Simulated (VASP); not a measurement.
Method: PBEsol GGA, VASP's PBE PAW potentials (set 64) (plane waves; VASP 6.6.1).

VASP ran on this input.

**INCAR**
```
SYSTEM  =  HfC
PREC  =  Accurate; ENCUT  =  620; LREAL  =  F
LASPH  =  T
EDIFF  =  1E-6; NELM  =  100; ALGO  =  Normal
LMAXMIX  =  6
ISMEAR  =  1; SIGMA  =  0.1
GGA  =  PS
IBRION  =  2; NSW  =  40; ISIF  =  3
EDIFFG  =  -0.02
LWAVE  =  F; LCHARG  =  F
```

**KPOINTS**
```
Automatic
0
Gamma
  14 14 14
```

POSCAR:
```
HfC
1.0
  0.0000000000   2.3020619793   2.3020619793
  2.3020619793   0.0000000000   2.3020619793
  2.3020619793   2.3020619793   0.0000000000
Hf C
1 1
Cart
  0.0000000000   0.0000000000   0.0000000000
  2.3020619793   2.3020619793   2.3020619793
```

POTCAR, in this order: Hf_pv C (PBE.64 set). Program: vasp_std.

The resulting files:

### OSZICAR
```
       N       E                     dE             d eps       ncg     rms          rms(c)
DAV:   1     0.266170121327E+02    0.26617E+02   -0.86877E+03  2288   0.140E+03
DAV:   2    -0.232098320216E+02   -0.49827E+02   -0.47468E+02  2889   0.235E+02
DAV:   3    -0.250594527028E+02   -0.18496E+01   -0.18242E+01  2995   0.340E+01
DAV:   4    -0.250744953241E+02   -0.15043E-01   -0.15034E-01  2720   0.319E+00
DAV:   5    -0.250746708834E+02   -0.17556E-03   -0.17551E-03  3015   0.291E-01    0.613E+01
DAV:   6    -0.222842084795E+02    0.27905E+01   -0.17775E+01  2534   0.219E+01    0.428E+01
DAV:   7    -0.222124531251E+02    0.71755E-01   -0.58543E-01  2630   0.593E+00    0.239E+01
DAV:   8    -0.222014776703E+02    0.10975E-01   -0.45285E-02  2533   0.208E+00    0.463E+00
DAV:   9    -0.221970505934E+02    0.44271E-02   -0.21932E-02  2560   0.901E-01    0.188E+00
DAV:  10    -0.221967709942E+02    0.27960E-03   -0.10199E-03  2720   0.267E-01    0.265E-01
DAV:  11    -0.221967662470E+02    0.47472E-05   -0.11416E-04  2656   0.830E-02    0.439E-02
DAV:  12    -0.221967643950E+02    0.18519E-05   -0.43669E-06  2626   0.190E-02    0.465E-02
DAV:  13    -0.221967640843E+02    0.31070E-06   -0.23170E-07  1291   0.522E-03
   1 F= -.22196764E+02 E0= -.22196741E+02  d E =-.221968E+02
```

### OUTCAR
```
------------------------ aborting loop because EDIFF is reached ----------------------------------------
  FORCE on cell =-STRESS in cart. coord.  units (eV):
  Direction    XX          YY          ZZ          XY          YZ          ZX
  --------------------------------------------------------------------------------------
  Total        0.0025929      0.0025929      0.0025929     -0.0000000     -0.0000000      0.0000000
  in kB        0.1702582      0.1702582      0.1702582     -0.0000000     -0.0000000      0.0000000
  external PRESSURE =       0.1702582 kB  Pullay stress =       0.0000000 kB
  volume of cell :       24.40
      direct lattice vectors                 reciprocal lattice vectors
     0.000000000  2.302061979  2.302061979    -0.217196585  0.217196585  0.217196585
     2.302061979  0.000000000  2.302061979     0.217196585 -0.217196585  0.217196585
     2.302061979  2.302061979  0.000000000     0.217196585  0.217196585 -0.217196585
 POSITION                                       TOTAL-FORCE (eV/Angst)
 -----------------------------------------------------------------------------------
      0.00000      0.00000      0.00000         0.000000     -0.000000      0.000000
      2.30206      2.30206      2.30206        -0.000000      0.000000     -0.000000
 -----------------------------------------------------------------------------------
    total drift:                                0.000000      0.000000      0.000000
  FREE ENERGIE OF THE ION-ELECTRON SYSTEM (eV)
  ---------------------------------------------------
  free  energy   TOTEN  =       -22.1967640843 eV

  energy  without entropy=      -22.1966951116  energy(sigma->0) =      -22.19674109

 reached required accuracy - stopping structural energy minimisation
```
(Selected blocks of OUTCAR.)

**OUTCAR**
```
 val. band max:        5.9887331244   @ k =   0.5000   0.5000   0.0000

 cond. band min:       6.0308687374   @ k =   0.3571   0.2857   0.0000


 Fermi energy:         6.0071373795

 k-point     1 :       0.0000    0.0000    0.0000
  band No.  band energies     occupation
      1     -23.3196      2.00000
      2     -23.3196      2.00000
      3     -23.3196      2.00000
      4      -6.4043      2.00000
      5       7.0785     -0.00000
      6       7.0785     -0.00000
      7       7.0785     -0.00000
      8       7.3883     -0.00000
      9       7.3883     -0.00000
     10       7.3883     -0.00000
     11       9.4921      0.00000

 k-point     2 :       0.0714    0.0000    0.0000
  band No.  band energies     occupation
      1     -23.3605      2.00000
      2     -23.3234      2.00000
      3     -23.3234      2.00000
      4      -6.2683      2.00000
      5       6.1391     -0.06849
      6       6.4194     -0.00000
      7       6.4194     -0.00000
      8       7.6682     -0.00000
      9       7.6682     -0.00000
     10       8.0060     -0.00000
     11      10.1484      0.00000

 k-point     3 :       0.1429    0.0000    0.0000
  band No.  band energies     occupation
      1     -23.4731      2.00000
      2     -23.3342      2.00000
      3     -23.3342      2.00000
      4      -5.8756      2.00000
      5       4.8818      2.00000
      6       5.4679      2.00000
      7       5.4679      2.00000
      8       8.0988      0.00000
      9       8.0988      0.00000
     10       8.4713      0.00000
     11      11.4841      0.00000

 k-point     4 :       0.2143    0.0000    0.0000
  band No.  band energies     occupation
      1     -23.6314      2.00000
      2     -23.3496      2.00000
      3     -23.3496      2.00000
      4      -5.2677      2.00000
      5       3.5822      2.00000
      6       4.5960      2.00000
      7       4.5960      2.00000
      8       8.7299      0.00000
      9       8.7299      0.00000
...
```

Unless said otherwise, spin-orbit coupling is left out, though it shifts the bands of the heavy elements here.

The compound is HfC in the rock salt structure. It was relaxed first.
